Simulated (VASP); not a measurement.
Method: PBEsol GGA, VASP's PBE PAW potentials (set 64) (plane waves; VASP).

VASP input:

**INCAR**
```
SYSTEM = AlN
PREC = Accurate
ENCUT = 600
EDIFF = 1E-7
NELM = 100
ALGO = Normal
LREAL = .FALSE.
LASPH = .TRUE.
ISMEAR = 0
SIGMA = 0.05
GGA = PS
LWAVE = .FALSE.
LCHARG = .FALSE.
ISIF = 2
```

POSCAR:
```
AlN
1
   -0.0000000000     2.1887657021     2.1887657021
    2.1887657021     0.0000000000     2.1887657021
    2.1887657021     2.1887657021    -0.0000000000
Al N
1 1
Direct
  0.0000000000   0.0000000000   0.0000000000
  0.2500000000   0.2500000000   0.2500000000
```

**KPOINTS**
```
Regular mesh
0
gamma
10 10 10
0 0 0
```

POTCAR, in this order: Al N (PBE.64 set). Program: vasp_std.

Output of the run:

OSZICAR:
```
       N       E                     dE             d eps       ncg     rms          rms(c)
DAV:   1     0.120030330153E+02    0.12003E+02   -0.43754E+03   776   0.938E+02
DAV:   2    -0.172302505221E+02   -0.29233E+02   -0.27822E+02  1024   0.162E+02
DAV:   3    -0.178312391831E+02   -0.60099E+00   -0.60099E+00   896   0.289E+01
DAV:   4    -0.178329817934E+02   -0.17426E-02   -0.17426E-02  1144   0.150E+00
DAV:   5    -0.178329845758E+02   -0.27824E-05   -0.27824E-05   920   0.462E-02    0.825E+00
DAV:   6    -0.156592115977E+02    0.21738E+01   -0.12364E+01   880   0.234E+01    0.292E+00
DAV:   7    -0.156308177267E+02    0.28394E-01   -0.93974E-02   808   0.315E+00    0.194E+00
DAV:   8    -0.156132399469E+02    0.17578E-01   -0.19418E-02   872   0.194E+00    0.389E-01
DAV:   9    -0.156129858785E+02    0.25407E-03   -0.69749E-04  1024   0.226E-01    0.202E-01
DAV:  10    -0.156130322146E+02   -0.46336E-04   -0.12611E-04   896   0.979E-02    0.494E-02
DAV:  11    -0.156130303786E+02    0.18360E-05   -0.36053E-06   888   0.179E-02    0.104E-02
DAV:  12    -0.156130304924E+02   -0.11375E-06   -0.21434E-07   872   0.522E-03    0.295E-04
DAV:  13    -0.156130304973E+02   -0.49291E-08   -0.23774E-09   464   0.447E-04
   1 F= -.15613030E+02 E0= -.15613030E+02  d E =-.948696E-12
```

File OUTCAR:
```
------------------------ aborting loop because EDIFF is reached ----------------------------------------
  FORCE on cell =-STRESS in cart. coord.  units (eV):
  Direction    XX          YY          ZZ          XY          YZ          ZX
  --------------------------------------------------------------------------------------
  Total       -0.0171949     -0.0171949     -0.0171949      0.0000000      0.0000000      0.0000000
  in kB       -1.3136594     -1.3136594     -1.3136594      0.0000000      0.0000000      0.0000000
  external PRESSURE =      -1.3136594 kB  Pullay stress =       0.0000000 kB
  volume of cell :       20.97
      direct lattice vectors                 reciprocal lattice vectors
     0.000000000  2.188765702  2.188765702    -0.228439252  0.228439252  0.228439252
     2.188765702  0.000000000  2.188765702     0.228439252 -0.228439252  0.228439252
     2.188765702  2.188765702  0.000000000     0.228439252  0.228439252 -0.228439252
  FREE ENERGIE OF THE ION-ELECTRON SYSTEM (eV)
  ---------------------------------------------------
  free  energy   TOTEN  =       -15.6130304973 eV

  energy  without entropy=      -15.6130304973  energy(sigma->0) =      -15.61303050
```
(Selected blocks of OUTCAR.)

**OUTCAR**
```
 val. band max:        5.8161041475   @ k =   0.0000   0.0000   0.0000

 cond. band min:       9.0004047979   @ k =   0.5000   0.5000   0.0000


 Fermi energy:         6.0309382644

 k-point     1 :       0.0000    0.0000    0.0000
  band No.  band energies     occupation
      1      -9.1046      2.00000
      2       5.8161      2.00000
      3       5.8161      2.00000
      4       5.8161      2.00000
      5       9.8917      0.00000
      6      18.2212      0.00000
      7      18.2212      0.00000
      8      18.2212      0.00000

 k-point     2 :       0.1000    0.0000    0.0000
  band No.  band energies     occupation
      1      -8.9576      2.00000
      2       4.9959      2.00000
      3       5.7643      2.00000
      4       5.7643      2.00000
      5      10.5577      0.00000
      6      17.8307      0.00000
      7      18.3547      0.00000
      8      18.3547      0.00000

 k-point     3 :       0.2000    0.0000    0.0000
  band No.  band energies     occupation
      1      -8.5391      2.00000
      2       3.3843      2.00000
      3       5.6350      2.00000
      4       5.6350      2.00000
      5      11.6780      0.00000
      6      17.0297      0.00000
      7      18.2848      0.00000
      8      18.2848      0.00000

 k-point     4 :       0.3000    0.0000    0.0000
  band No.  band energies     occupation
      1      -7.9299      2.00000
      2       1.7339      2.00000
      3       5.4871      2.00000
      4       5.4871      2.00000
      5      12.5077      0.00000
      6      16.2751      0.00000
      7      17.6257      0.00000
      8      17.6257      0.00000

 k-point     5 :       0.4000    0.0000    0.0000
  band No.  band energies     occupation
      1      -7.3186      2.00000
      2       0.4436      2.00000
      3       5.3756      2.00000
      4       5.3756      2.00000
      5      12.9242      0.00000
      6      15.7400      0.00000
      7      17.0294      0.00000
...
```

The compound is AlN in the zinc blende structure, a metastable form; wurtzite is the usual one. It was relaxed first.
